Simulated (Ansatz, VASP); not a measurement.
# Ge (Germanium) in two plane-wave programs

Aim: how closely do two programs agree when they are given the same cell, functional and k mesh? The cell is taken from a series of VASP runs on this material, whose earlier steps may have relaxed, scaled or displaced it; both programs get it as it stands.

Program: Ansatz 0.2.0. Level of theory: plane waves, with VASP 6.6.1 beside it; relaxation of cell and atoms at PBEsol. Results are calculated unless marked as measured.

### 1. Set-up

The structure is cubic, space group Fd-3m (No. 227). Conventional cell: a = 5.673 Å, b = 5.673 Å, c = 5.673 Å, α = 90.00°, β = 90.00°, γ = 90.00°. Nearest to Ge lie 4 Ge at 2.46 Å.

### 2. Ansatz: relaxation of cell and atoms, PBEsol

Ansatz runs on its default PAW (the set named soft_2) files.

The relaxed volume is the usual yardstick between codes: its relative difference is about their pressure difference at one cell divided by the bulk modulus.

The input, input.yaml:

```yaml
crystal:
  lattice:
    - [0.0, 2.8366538371, 2.8366538371]
    - [2.8366538371, 0.0, 2.8366538371]
    - [2.8366538371, 2.8366538371, 0.0]
  atoms:
    - { symbol: Ge, position: [0.75, 0.75, 0.75] }
    - { symbol: Ge, position: [0.5, 0.5, 0.5] }
hamiltonian:
  xc: pbesol
  pseudopotentials: { kind: paw }
kpoints:
  mp_grid: { grid: [14, 14, 14] }
scf:
  occupations: { method: gaussian, width: 0.05 }
relax:
  f_tol: 0.01
  max_steps: 60
  cell: { stress_tol: 0.05 }
output:
  forces: true
  stress: true
```

Command:

```sh
ansatz run input.yaml --threads 4 --pin off --max-ram 9216MiB --backend cpu --events-out ev --progress --plain --runs-dir out
```

Numbers of over 12 decimals in the logs are rounded to 6 here.

Log:

```text
Engine: ansatz 0.2.0, aarch64-unknown-linux-gnu
Pseudopotentials: kind: paw
Pseudopotential: Ge, paw, valence charge 14, recommended cutoff 420 eV (normal), Ge.paw.azcp
Functional definition: PBEsol
  exchange = pbesol_x
  correlation = pbesol_c
Crystal: 2 atoms, lattice volume = 45.651 Å³
Basis set: ecut = 420 eV, 893 PW (Γ), exchange–correlation on 54×54×54 points (8 copies of the dense FFT grid, shifted against one another)
Bands: 18, of which v1, the nominal top of the filled ones, is band 14 counted from 1 (13 counted from 0)
Symmetry: 48 space group operations
Space group: Fd-3m (ITA 227), of the structure as read, at distance tolerance 3.6e-5 Å
k-points: 104 of 2744
Non-local potential: Ge, projectors of the file, l = 0: 2, l = 1: 2, l = 2: 3, l = 3: 1
PAW form: soft (Blöchl's): semilocal exchange-correlation on the pseudo side does not see the compensation charge
PAW frozen core: Ge, regenerated for the run's functional, and the local potential with it (the file was generated under x = pbe(κ = 0.804, μ = 0.219515), c = pbe(β = 0.066725))
PAW one-centre angular grid: Ge, 590 points (default); XC on 64 Gauss nodes
Initial density: superposition of atomic densities (neutral atoms: chi_scale 0, normalization atom), corrected by the library's trained network
Initial wavefunctions: pseudopotential atomic-orbital guess
Functional: x = pbesol(κ = 0.804, μ = 0.123457), c = pbesol(β = 0.046)
SCF iter   1: F=—  HF=-8506.995223 eV  |F-HF|=—  |Δ(HF+E_count)|=         —  Δρ=2.58e-3  dr2=3.71e-3  ethr=1.77e-3  ⟨swp⟩=6.0  Hψ=8960  notcnv=0
preconditioner: auto → none  [insulator: Δε(μ)=0.088 eV  Ē_g=23.321 eV  σ=0.050 eV  W_gap=0.63  n_scr=14 (ndim 8)  ℏωp=29.1 eV  f_vac=0.077  D(μ)=0.03/eV (n_scr^D=0)  ε∞_Penn≈2.6]
SCF iter   2: F=—  HF=-8506.993761 eV  |F-HF|=—  |Δ(HF+E_count)|=   1.46e-3  Δρ=1.25e-3  dr2=5.85e-4  ethr=1.33e-5  ⟨swp⟩=2.1  Hψ=3252  notcnv=0
SCF iter   3: F=—  HF=-8506.993878 eV  |F-HF|=—  |Δ(HF+E_count)|=   1.17e-4  Δρ=2.48e-4  dr2=2.15e-5  ethr=2.09e-6  ⟨swp⟩=2.0  Hψ=3329  notcnv=0
SCF iter   4: F=—  HF=-8506.993879 eV  |F-HF|=—  |Δ(HF+E_count)|=   4.08e-7  Δρ=1.97e-4  dr2=9.25e-6  ethr=7.68e-8  ⟨swp⟩=2.0  Hψ=3331  notcnv=0
SCF iter   5: F=—  HF=-8506.993867 eV  |F-HF|=—  |Δ(HF+E_count)|=   1.18e-5  Δρ=2.38e-5  dr2=1.35e-7  ethr=3.31e-8  ⟨swp⟩=2.0  Hψ=3329  notcnv=0
SCF iter   6: F=-8506.993867 eV  HF=-8506.993867 eV  |F-HF|=2.84e-9  |Δ(HF+E_count)|=   8.83e-8  Δρ=2.37e-6  dr2=1.20e-9  ethr=3.57e-10  ⟨swp⟩=4.0  Hψ=6653  notcnv=0
SCF 1 converged in 6 iterations: F = -8506.993867 eV  dr2 = 1.20e-9
  greatest PAW one-centre occupation: 0.998 electrons in one spin orbital (limit 2), on the Ge atom at site 1 (counted from 0), in its partial waves of l = 2
relax step   1: F+E_penalty+E_count = -8506.99386699 eV  Δ(F+E_penalty+E_count) = +0.000e0 eV  max|allowed force component| = 4.626e-18 eV/Å  Δτ_max = 0.0000 Å  P = +0.084 GPa  Ω = 45.651 Å³  (6 SCF iters, dr2 threshold 1.00e-7 eV, accepted)
[...]
relax step   2: F+E_penalty+E_count = -8506.99387463 eV  Δ(F+E_penalty+E_count) = -7.647e-6 eV  max|allowed force component| = 7.575e-17 eV/Å  Δτ_max = 0.0000 Å  P = +0.015 GPa  Ω = 45.697 Å³  energy of the carried Pulay correction = -6.728e-6 eV  (3 SCF iters, dr2 threshold 1.77e-8 eV, accepted)
[...]
relax step   3: F+E_penalty+E_count = -8506.99388371 eV  Δ(F+E_penalty+E_count) = -9.074e-6 eV  max|allowed force component| = 7.575e-17 eV/Å  Δτ_max = 0.0000 Å  P = +0.015 GPa  Ω = 45.697 Å³  stress off target by 1.46e-2 GPa  SCF on the basis re-selected at this cell (its energy is not comparable with the rows above)  (4 SCF iters)
basis re-selected at this cell: Δ(F+E_penalty+E_count) = -9.074e-6 eV, ΔP = -0.000 GPa vs the last step (what re-selecting the basis moved, of the pressure what is left beyond the Pulay correction that the steps carried, after the strain that the cell walked since its last selection, with what the two solves' SCF thresholds leave and, on support functions, any second-order correction that the steps lacked; it is no m [...]
SCF converged after 4 iterations
Free energy (F): -8506.993884 eV
Harris-Foulkes:  -8506.993884 eV  (|F-HF|=2.18e-11)
Internal energy: -8506.993850 eV  (E = F + TS)
E sigma→0 (E₀):  -8506.993867 eV
Entropy (-TS):   -0.000034 eV (-0.017 meV/atom)
Fermi energy:    8.332275 eV
--- Per-component energies (eV) ---
  E_band       = -305.431593
  E_kinetic    = 222.993417
  E_local      = -4957.451900  (includes V_loc(G=0)·N_el)
  E_nonlocal   = 840.248396
  E_hartree    = 2172.364935
  E_xc         = -149.894833
  E_vxc        = -129.408051  (∫ρ·V_xc dr)
  E_paw        = -3958.202792  (= ΣΔE_a)
  E_vpaw       = -626.544427  (= ΣTr[D̂ρ^β])
  E_aug_tail   = 0.000809  (compensation charges beyond the density's cutoff)
  E_ewald      = -2678.887755
  E_core_change = 1.835872  (= ΣΔE_core)
  E_smearing   = -0.000034  (= −TS)
  E_closure    = 0.000000  (closes the sum)
  Σ components = -8506.993884   (vs F -8506.993884, Δ=0.00e0)
--- Forces (eV/Å), atoms counted from 1 ---
  atom   1  Ge    -0.00000000    -0.00000000     0.00000000
  atom   2  Ge     0.00000000    -0.00000000    -0.00000000
  max |Σ_I F_I| component: 3.70e-17 eV/Å
--- Stress (GPa, compression-positive) ---
        0.014633       0.000000      -0.000000
       -0.000000       0.014633       0.000000
       -0.000000      -0.000000       0.014633
  P = ⅓ Tr σ = 0.0146 GPa (0.146 kbar)
--- Relaxed structure (2 steps of the walk, 2 accepted, 1 SCFs on fresh bases) ---
  F+E_penalty+E_count = -8506.99388371 eV   max|allowed force component| = 7.575e-17 eV/Å   (the final SCF, on the basis selected at the relaxed cell)
  cell:  # Å, volume = 45.6975 Å³
    - [0, 2.837619, 2.837619]
    - [2.837619, 0, 2.837619]
    - [2.837619, 2.837619, 0]
  atoms:
    - { symbol: Ge, position: [0.75, 0.75, 0.75] }
    - { symbol: Ge, position: [0.5, 0.5, 0.5] }
```

Wall time 3 s (4 threads of Arm Neoverse V1, shared host); peak memory 0.38 GiB.

### 3. VASP: relaxation of cell and atoms, PBEsol

The same cell, functional, mesh and smearing now go to VASP, with its own data sets and cutoff.

Lines of VASP's logs that name or quote its potential files are left out, and so is its time.

The input, INCAR:

```
SYSTEM = Ge
PREC = Accurate
ENCUT = 520
EDIFF = 1E-07
NELM = 100
ISMEAR = 0
SIGMA = 0.05
LREAL = .FALSE.
ALGO = Normal
GGA = PS
NBANDS = 20
LORBIT = 11
LWAVE = .FALSE.
LCHARG = .FALSE.
KPAR = 4
IBRION = 2
NSW = 50
ISIF = 3
EDIFFG = -0.005
LASPH = .TRUE.
```

The input, POSCAR:

```
Ge
1.0
    0.0000000000      2.8366538371      2.8366538371
    2.8366538371      0.0000000000      2.8366538371
    2.8366538371      2.8366538371      0.0000000000
Ge
2
Direct
    0.7500000000      0.7500000000      0.7500000000
    0.5000000000      0.5000000000      0.5000000000
```

The input, KPOINTS:

```
Automatic mesh
0
Gamma
14 14 14
0 0 0
```

Potentials, in the order of the species: Ge_d (PBE family, release 64).

Command:

```sh
mpirun -np 4 vasp_std
```

Log:

```text
[banner, memory and clock lines left out]
running    4 mpi-ranks, on    1 nodes
 distrk:  each k-point on    1 cores,    4 groups
 distr:  one band on    1 cores,    1 groups

 POSCAR found type information on POSCAR Ge
 POSCAR found :  1 types and       2 ions
|                                                                             |
|               ----> ADVICE to this user running VASP <----                  |
|                                                                             |
|     You enforced a specific xc type in the INCAR file but a different       |
|     [... a line on the potential file left out ...]
|     I HOPE YOU KNOW WHAT YOU ARE DOING!                                     |
|                                                                             |

 LDA part: xc-table for (Slater+PW92), standard interpolation
 POSCAR, INCAR and KPOINTS ok, starting setup
 FFT: planning ... GRIDC
 FFT: planning ... GRID_SOFT
 FFT: planning ... GRID
 WAVECAR not read
 entering main loop
       N       E                     dE             d eps       ncg     rms          rms(c)
DAV:   1     0.186421662716E+03    0.18642E+03   -0.14857E+04  4452   0.381E+03
DAV:   2     0.164326157847E+02   -0.16999E+03   -0.16544E+03  4180   0.601E+02
DAV:   3    -0.917198593810E+01   -0.25605E+02   -0.25417E+02  4724   0.147E+02
DAV:   4    -0.100091687701E+02   -0.83718E+00   -0.83666E+00  4664   0.312E+01
DAV:   5    -0.100230309343E+02   -0.13862E-01   -0.13862E-01  4716   0.440E+00    0.322E+00
DAV:   6    -0.992185023545E+01    0.10118E+00   -0.36396E-02  5508   0.239E+00    0.183E+00
DAV:   7    -0.987340565430E+01    0.48445E-01   -0.59587E-02  4420   0.253E+00    0.156E-01
DAV:   8    -0.987440941713E+01   -0.10038E-02   -0.68671E-03  4760   0.121E+00    0.507E-02
DAV:   9    -0.987450820266E+01   -0.98786E-04   -0.24291E-04  4776   0.226E-01    0.114E-02
DAV:  10    -0.987452377544E+01   -0.15573E-04   -0.21428E-05  5268   0.394E-02    0.537E-03
DAV:  11    -0.987452490386E+01   -0.11284E-05   -0.49711E-06  5624   0.361E-02    0.142E-03
DAV:  12    -0.987452449788E+01    0.40598E-06   -0.89963E-07  5520   0.188E-02    0.274E-04
DAV:  13    -0.987452447175E+01    0.26133E-07   -0.17175E-08  2848   0.141E-03
   1 F= -.98745245E+01 E0= -.98745087E+01  d E =-.987452E+01
 curvature:   0.00 expect dE= 0.000E+00 dE for cont linesearch  0.000E+00
 trial: gam= 0.00000 g(F)=  0.567E-47 g(S)=  0.606E-06 ort = 0.000E+00 (trialstep = 0.100E+01)
 search vector abs. value=  0.606E-06
 reached required accuracy - stopping structural energy minimisation
```

From OUTCAR (step 3):

```text
ion  position               nearest neighbor table
   1  0.750  0.750  0.750-   2 2.46   2 2.46   2 2.46   2 2.46
   2  0.500  0.500  0.500-   1 2.46   1 2.46   1 2.46   1 2.46

  LATTYP: Found a face centered cubic cell.
 ALAT       =     5.6733076742

 Subroutine GETGRP returns: Found 48 space group operations
 (whereof 24 operations were pure point group operations)

The static configuration has the point symmetry T_d .
 The point group associated with its full space group is O_h .

 Found    104 irreducible k-points:

   k-points           NKPTS =    104   k-points in BZ     NKDIM =    104   number of bands    NBANDS=     20

   dimension x,y,z NGX =    30 NGY =   30 NGZ =   30
   dimension x,y,z NGXF=    60 NGYF=   60 NGZF=   60

   ENCUT  =  520.0 eV  38.22 Ry    6.18 a.u.   7.46  7.46  7.46*2*pi/ulx,y,z

   NELECT =      28.0000    total number of electrons

 k-points in reciprocal lattice and weights: Automatic mesh
   0.00000000  0.00000000  0.00000000       0.000
   0.07142857  0.00000000  0.00000000       0.003
   0.14285714  0.00000000  0.00000000       0.003
   0.21428571  0.00000000  0.00000000       0.003
   0.28571429  0.00000000  0.00000000       0.003
   0.35714286  0.00000000  0.00000000       0.003
   0.42857143  0.00000000  0.00000000       0.003
   0.50000000  0.00000000  0.00000000       0.001
   0.07142857  0.07142857  0.00000000       0.002
[...]
-0.28571429  0.42857143  0.21428571       0.009
  -0.28571429  0.50000000  0.21428571       0.004

 average (electrostatic) potential at core
       1 -74.2363       2 -74.2363

 E-fermi :   4.7957

 k-point     1 :       0.0000    0.0000    0.0000
  band No.  band energies     occupation
    ...
     11      -7.9525      2.00000
     12       4.7006      1.99286
     13       4.7815      1.31213
     14       4.7815      1.31196
     15       4.7815      1.31196
     16       7.3104      0.00000
     17       7.3104      0.00000
     18       7.3104      0.00000
     19      10.9816      0.00000
     20      14.2399      0.00000

 k-point     2 :       0.0714    0.0000    0.0000
  band No.  band energies     occupation
    ...
     10     -19.7089      2.00000
     11      -7.8905      2.00000
     12       3.4402      2.00000
     13       4.6560      1.99992
     14       4.6561      1.99992
     15       5.6120      0.00000
     16       7.4776      0.00000
     17       7.4776      0.00000
     18       7.5747      0.00000
     19      11.3311      0.00000
    ...

 k-point     3 :       0.1429    0.0000    0.0000
  band No.  band energies     occupation
    ...
     10     -19.7018      2.00000
     11      -7.7059      2.00000
     12       2.0517      2.00000
     13       4.3695      2.00000
     14       4.3695      2.00000
     15       5.7242      0.00000
     16       7.8602      0.00000
     17       7.8602      0.00000
     18       8.4763      0.00000
     19      12.1504      0.00000
    ...

  Total       -0.0028946     -0.0028946     -0.0028946      0.0000000      0.0000000     -0.0000000
  in kB       -0.1015893     -0.1015893     -0.1015893      0.0000000      0.0000000     -0.0000000
  external PRESSURE =      -0.1015893 kB  Pullay stress =       0.0000000 kB

  energy-cutoff  :      520.00
  volume of cell :       45.65
      direct lattice vectors                 reciprocal lattice vectors
     0.000000000  2.836653837  2.836653837    -0.176264017  0.176264017  0.176264017
     2.836653837  0.000000000  2.836653837     0.176264017 -0.176264017  0.176264017
     2.836653837  2.836653837  0.000000000     0.176264017  0.176264017 -0.176264017

 POSITION                                       TOTAL-FORCE (eV/Angst)
 -----------------------------------------------------------------------------------
      4.25498      4.25498      4.25498         0.000000      0.000000      0.000000
      2.83665      2.83665      2.83665        -0.000000     -0.000000     -0.000000
 -----------------------------------------------------------------------------------
    total drift:                                0.000000     -0.000000      0.000000

  FREE ENERGIE OF THE ION-ELECTRON SYSTEM (eV)
  ---------------------------------------------------
  free  energy   TOTEN  =        -9.8745244718 eV

  energy  without entropy=       -9.8744929292  energy(sigma->0) =       -9.87450870

 reached required accuracy - stopping structural energy minimisation

 total charge
# of ion       s       p       d       tot
------------------------------------------
    1        1.130   1.250  10.023  12.402
    2        1.130   1.250  10.023  12.402
--------------------------------------------------
tot          2.259   2.499  20.046  24.804

[... 3 further parts left out ...]
```

CONTCAR:

```
Ge
   1.00000000000000
     0.0000000000000000    2.8366538371000001    2.8366538371000001
     2.8366538371000001    0.0000000000000000    2.8366538371000001
     2.8366538371000001    2.8366538371000001    0.0000000000000000
  Ge
     2
Direct
     0.7500000000000000    0.7500000000000000    0.7500000000000000
     0.5000000000000000    0.5000000000000000    0.5000000000000000
```

The PAW data sets were made with PBE, which is usual practice but a small mismatch for other functionals. The run keeps the 48 symmetry operations of its start, so it cannot find a distortion of lower symmetry.

### 4. Side by side

Known differences besides the potentials themselves: both relaxations stop at a tolerance, which leaves soft axes loose, and VASP keeps its plane-wave basis; the cutoff is 420 eV in Ansatz and 520 eV in VASP; Ansatz makes its cores anew for this functional, VASP keeps those of its PBE data sets; Ansatz adds a Pulay correction to the stress that steers its cell, VASP none. Total energies have different zeros and are not compared.

The two programs side by side:

```tsv
quantity	Ansatz	VASP	difference
volume (Å³)	45.70	45.65	+0.10 %
edge a after relaxation, in the typed setting (Å)	4.013	4.012	+0.03 %
```

The walks stopped with 0.01 GPa left in Ansatz and -0.01 GPa in VASP; each walk ends within a tolerance, so the volume difference is uncertain by about these residues over the bulk modulus, most in soft cells.

### 5. Results

| Property | Result |
| --- | --- |
| difference in volume (relaxation of cell and atoms, PBEsol) | 0.10 % |

What this shows: The difference in volume is 0.10 % (relaxation of cell and atoms, PBEsol), within the 1.2 % picked in this series as the mark of a large difference, as far as the stopping tolerances let one tell. How closely two codes agree says nothing of how well the functional describes the real material.

[Lines on the potential files, build, host, timing and source positions are cut from VASP's logs without a mark.]

[Logs are printed without paths, hosts, clocks, repeated set-up lines and the standing remarks that a program may print on its own settings, such as how far it seeks lower states.]

[Hosts, paths, dates, database ids (printed as entryN), source tags and the programs' standing remarks are cut or masked in the printed files.]
